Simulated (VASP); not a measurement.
# Ru16N in VASP: a series of runs, part 2 of 2

VASP 6.6.1. The steps go on from the part before.

## (4) Single point, rev-vdW-DF2

Contents of INCAR:

```
SYSTEM = Ru16N
  AGGAC = 0.0
  ALGO = Fast
  EDIFF = 1E-6
  ENCUT = 400
  GGA = MK
  ISIF = 2
  ISMEAR = 1
  ISYM = 0
  KPAR = 4
  LASPH = .TRUE.
  LCHARG = .FALSE.
  LREAL = Auto
  LUSE_VDW = .TRUE.
  LWAVE = .FALSE.
  NELM = 100
  PARAM1 = 0.1234
  PARAM2 = 0.711357
  PREC = Accurate
  SIGMA = 0.1
  ZAB_VDW = -1.8867
```

Contents of KPOINTS:

```
k-points
0
G
  6 6 1
  0 0 0
```

Contents of POSCAR:

```
Ru16N
1.0
    5.4000000000      0.0000000000      0.0000000000
    2.7000000000      4.6765371804      0.0000000000
    0.0000000000      0.0000000000     22.9152000000
Ru N
16 1
Direct
    0.8333000000      0.3333000000      0.1091000000
    0.3333000000      0.3333000000      0.1091000000
    0.8333000000      0.8333000000      0.1091000000
    0.3333000000      0.8333000000      0.1091000000
    0.0000000000      0.0000000000      0.2024000000
    0.5000000000      0.0000000000      0.2024000000
    0.0000000000      0.5000000000      0.2024000000
    0.5000000000      0.5000000000      0.2024000000
    0.8356000000      0.3323000000      0.2949000000
    0.3322000000      0.3322000000      0.2948000000
    0.8333000000      0.8333000000      0.2940000000
    0.3322000000      0.8356000000      0.2949000000
    0.9934000000      0.9933000000      0.3903000000
    0.5130000000      0.9936000000      0.3903000000
    0.9934000000      0.5132000000      0.3903000000
    0.5000000000      0.5001000000      0.3843000000
    0.1664000000      0.1666000000      0.4360000000
```

Potentials or basis: VASP PAW PBE potentials, release 64 (Ru_pv, N).

Started as:

```console
$ cat potpaw_PBE.64/Ru_pv/POTCAR potpaw_PBE.64/N/POTCAR > POTCAR
$ mpirun -np 4 vasp_std > vasp.out
```

OUTCAR:

```text
SYSTEM = Ru16N
   EDIFF = 1E-6
   ENCUT = 400
   GGA = MK
   ISIF = 2
   ISMEAR = 1
   ISYM = 0
   LASPH = .TRUE.
   LREAL = Auto
   NELM = 100
   PREC = Accurate

 ion  position               nearest neighbor table
   1  0.833  0.333  0.109-   5 2.65   8 2.65   7 2.65   3 2.70   3 2.70   4 2.70   4 2.70   2 2.70
                             2 2.70
   2  0.333  0.333  0.109-   6 2.65   7 2.65   8 2.65   4 2.70   3 2.70   4 2.70   3 2.70   1 2.70
                             1 2.70
   3  0.833  0.833  0.109-   7 2.65   6 2.65   5 2.65   1 2.70   1 2.70   2 2.70   2 2.70   4 2.70
                             4 2.70
   4  0.333  0.833  0.109-   8 2.65   5 2.65   6 2.65   2 2.70   1 2.70   2 2.70   1 2.70   3 2.70
[... 2796 lines left out ...]
  in kB      -25.1770860    -25.1704926    -18.6215536      0.0156560     -0.0123676      0.0157609
  external PRESSURE =     -22.9897107 kB  Pullay stress =       0.0000000 kB

 VOLUME and BASIS-vectors are now :
 -----------------------------------------------------------------------------
  energy-cutoff  :      400.00
  volume of cell :      578.68
      direct lattice vectors                 reciprocal lattice vectors
     5.400000000  0.000000000  0.000000000     0.185185185 -0.106916717  0.000000000
     2.700000000  4.676537180  0.000000000     0.000000000  0.213833433  0.000000000
     0.000000000  0.000000000 22.915200000     0.000000000  0.000000000  0.043639157

 POSITION                                       TOTAL-FORCE (eV/Angst)
 -----------------------------------------------------------------------------------
      5.39973      1.55869      2.50005         0.019410     -0.010776      0.737416
      2.69973      1.55869      2.50005        -0.016998     -0.009793      0.737479
      6.74973      3.89696      2.50005         0.001096      0.000643      0.465573
      4.04973      3.89696      2.50005         0.000598      0.021870      0.737549
      0.00000      0.00000      4.63804        -0.067911     -0.037913     -0.736972
      2.70000      0.00000      4.63804         0.064796     -0.044365     -0.744146
[... 9 lines left out ...]
      4.05027      2.33874      8.80631        -0.003760     -0.003896      0.032344
      1.34838      0.77911      9.99103         0.007449      0.003944      0.049077
 -----------------------------------------------------------------------------------
    total drift:                               -0.000129      0.000572      0.018477

  FREE ENERGIE OF THE ION-ELECTRON SYSTEM (eV)
  ---------------------------------------------------
  free  energy   TOTEN  =      -103.9764239446 eV

  energy  without entropy=     -103.9663179651  energy(sigma->0) =     -103.97305528

Total vdW correction in eV:     30.5111631
```

OSZICAR:

```text
N       E                     dE             d eps       ncg     rms          rms(c)
DAV:   1     0.212175473120E+04    0.21218E+04   -0.12950E+05  7224   0.131E+03
DAV:   2    -0.272072714548E+02   -0.21490E+04   -0.20695E+04  5855   0.429E+02
DAV:   3    -0.113148530492E+03   -0.85941E+02   -0.81435E+02  7408   0.759E+01
[... 24 lines left out ...]
RMM:  28    -0.103976405471E+03   -0.64135E-05   -0.33477E-06  4441   0.343E-03    0.255E-03
RMM:  29    -0.103976416848E+03   -0.11377E-04   -0.12565E-06  3918   0.232E-03    0.256E-03
RMM:  30    -0.103976421257E+03   -0.44095E-05   -0.53303E-07  3188   0.157E-03    0.248E-03
RMM:  31    -0.103976423857E+03   -0.25993E-05   -0.10924E-06  3650   0.189E-03    0.148E-03
RMM:  32    -0.103976423945E+03   -0.87799E-07   -0.91733E-07  3652   0.159E-03
   1 F= -.10397642E+03 E0= -.10397306E+03  d E =-.101060E-01
```

stdout:

```text
POSCAR found type information on POSCAR RuN
 POSCAR found :  2 types and      17 ions
 scaLAPACK will be used
 -----------------------------------------------------------------------------
|                                                                             |
|                                                                             |
|     You have switched on vdW-DFT.                                           |
[... 16 lines left out ...]
 -----------------------------------------------------------------------------

 LDA part: xc-table for (Slater+PW92), standard interpolation
 POSCAR, INCAR and KPOINTS ok, starting setup
 FFT: planning ... GRIDC
 FFT: planning ... GRID_SOFT
 FFT: planning ... GRID
 WAVECAR not read
 entering main loop
```

It took 15 min on 4 MPI ranks of Intel Xeon 6975P-C (Granite Rapids), shared host; peak memory 1.8 GiB.

What came out:

```
Free energy            : -103.9764 eV
Largest force          : 0.749 eV/Å
Band gap on the k mesh : none (metal or under the smearing width)
```

Forces on the atoms (eV/Å):
```
Ru   0.019 -0.011  0.737
Ru  -0.017 -0.010  0.737
Ru   0.001  0.001  0.466
Ru   0.001  0.022  0.738
Ru  -0.068 -0.038 -0.737
Ru   0.065 -0.044 -0.744
Ru  -0.005  0.079 -0.744
Ru   0.004  0.002 -0.712
Ru  -0.014 -0.001  0.032
Ru   0.012  0.008  0.069
Ru   0.002  0.003  0.073
Ru  -0.001 -0.010  0.033
Ru  -0.076 -0.041 -0.010
Ru   0.074 -0.044 -0.011
Ru  -0.001  0.084 -0.008
Ru  -0.004 -0.004  0.032
N    0.007  0.004  0.049
```

Caveat: the cutoff is under 1.25 times the usual one of these potentials, so pressure, stress and relaxed cells hold a basis-set (Pulay) error; the PAW data sets were made with another functional, which shifts forces and pressure a little.

## (5) Summary

```csv
level,gap on the mesh (eV),largest force (eV/Å)
PBE+D3(BJ),none,0.74
optB86b-vdW,none,0.76
rev-vdW-DF2,none,0.75
```

Alike in all rows: task single point; potentials or basis VASP PAW PBE potentials, release 64 (Ru_pv, N); no spin polarisation; cell as given; k mesh 6 × 6 × 1; cutoff (eV) 400; smearing methfessel-paxton 0.1 eV.

Every run on the cell as given and a fine mesh finds a metal.

Caveats: the cutoff is under 1.25 times the usual one of these potentials, so pressure, stress and relaxed cells hold a basis-set (Pulay) error; the PAW data sets were made with another functional, which shifts forces and pressure a little (some runs).

Total energies depend on the potentials used, so only differences within one code and one set of settings carry meaning.
